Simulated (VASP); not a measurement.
An input for Ansatz (written as the equivalent of a VASP run, and not itself run):

Ansatz 0.2 input:
```yaml
crystal:
  lattice:
    - [3.5240270, 0.0000000, 0.0000000]
    - [-3.5240280, 6.1037920, 0.0000000]
    - [0.0000000, 0.0000000, 16.9362990]
  atoms:
    - { symbol: Sn, position: [0.0000000, 0.0000000, 0.5000000] }
    - { symbol: Sn, position: [0.0000000, 0.5000000, 0.5000000] }
    - { symbol: S, position: [0.3333330, 0.3333340, 0.5866870] }
    - { symbol: S, position: [0.3333330, 0.8333340, 0.5866870] }
    - { symbol: S, position: [0.6666670, 0.1666660, 0.4133130] }
    - { symbol: S, position: [0.6666670, 0.6666660, 0.4133130] }
kpoints:
  mp_grid: { grid: [9, 5, 1] }
hamiltonian:
  xc: pbe
  pseudopotentials: { kind: paw }
scf:
  occupations: { method: fermi_dirac, width: 0.1 }
  max_iter: 100
output: { forces: true, stress: true, eigenvalues: true }
```

**Question.** Translate this input to VASP (INCAR, KPOINTS, POSCAR, choice of POTCAR).

**Answer.** One answer among several that fit: 
### POSCAR
```
SnS2
1
    3.5240270000     0.0000000000     0.0000000000
   -3.5240280000     6.1037920000     0.0000000000
    0.0000000000     0.0000000000    16.9362990000
Sn S
2 4
Direct
  0.0000000000   0.0000000000   0.5000000000
  0.0000000000   0.5000000000   0.5000000000
  0.3333330000   0.3333340000   0.5866870000
  0.3333330000   0.8333340000   0.5866870000
  0.6666670000   0.1666660000   0.4133130000
  0.6666670000   0.6666660000   0.4133130000
```

**KPOINTS**
```
Automatic mesh
0
Gamma
9 5 1
0 0 0
```

### INCAR
```
# general
SYSTEM =SnS2
PREC   =Accurate
ENCUT  =300   # plane-wave cut-off (eV)
LREAL  =.FALSE.   # projection in real space or not
LASPH  =.TRUE.   # aspherical one-centre terms

# electronic loop
EDIFF  =1E-6   # SCF stop (eV)
NELM   =100   # most electronic steps
ALGO   =Normal   # blocked Davidson
LMAXMIX=4

# smearing
ISMEAR =-1
SIGMA  =0.1

# functional
GGA    =PE   # PBE

# ions
ISIF   =2   # forces and stress, cell fixed

# output
LWAVE  =.FALSE.
LCHARG =.FALSE.
```

POTCAR, in this order: Sn_d S (PBE.64 set). Program: vasp_std.

Limits of the translation: each code has its own PAW files, so the cut-off isn't converted (ENCUT is set for VASP's; basis.ecutwfc is left out, and Ansatz then takes the one that its files recommend); Ansatz stops its SCF on the density residual and VASP on the energy change (EDIFF).

The cell is a sheet with vacuum, built from a generated structure.
